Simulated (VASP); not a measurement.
Cost and result of VASP (PAW) for the bulk modulus of KF (rock salt). Static lattice, third-order Birch-Murnaghan fit over five volumes. The cost counts the five points of the equation of state, each on the mesh and cut-off of its row, so the ratios hold those differences too. With PBE it took about 60 core-seconds. Costs are core time on shared hosts, one run each; read them as rough ratios.

```
level   k-mesh  cut-off (eV)  bulk modulus (GPa)         cost over PBE
------  ------  ------------  ------------------  --------------------
LDA      9×9×9           520                43.4  within a factor of 2
PBE      8×8×8           520                28.9             reference
PBEsol   9×9×9           520                33.0  within a factor of 2
SCAN     9×9×9           520                36.9         about 8 times
r2SCAN   9×9×9           520          (withheld)         about 8 times
PBE0     6×6×6           520                29.4        about 40 times
HSEsol   6×6×6           520          (withheld)        about 40 times
```

Task: Fill in the missing entries.

Result: 
- r2SCAN, bulk modulus (GPa): 35.1
- HSEsol, bulk modulus (GPa): 35.8

Left out are levels that failed, ran on another kind of processor or have no fit band path; at most nine are shown.

The compound is KF in the rock salt structure.
